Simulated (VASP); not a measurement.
Here is the system:

```
AlFe
1.0
    2.78258     0.00000     0.00000
    0.00000     2.78258     0.00000
    0.00000     0.00000     2.78258
Al Fe
1 1
Direct
  0.50000   0.50000   0.50000
  0.00000   0.00000   0.00000
```

The numbers are results of AM05 GGA, VASP's PBE PAW potentials (set 64) (plane waves; VASP 6.6.1), not measurements. Numerical set-up: 520 eV cut-off, 13×13×13 Γ-centred mesh, first-order Methfessel-Paxton smearing of 0.10 eV, potentials Al Fe.

Problem. Give the stress tensor in GPa (positive for a compressed cell).

Solution. 
```
13.62   0.00   0.00
 0.00  13.62   0.00
 0.00   0.00  13.62
```
The pressure is its mean diagonal, 13.62 GPa.

The compound is FeAl in the CsCl type structure. This cell is one point of a volume scan, at 0.94 of the reference volume. The run is not spin-polarised, so no magnetic state was tried. The electron count is odd and the run is not spin-polarised, which forces a metal.
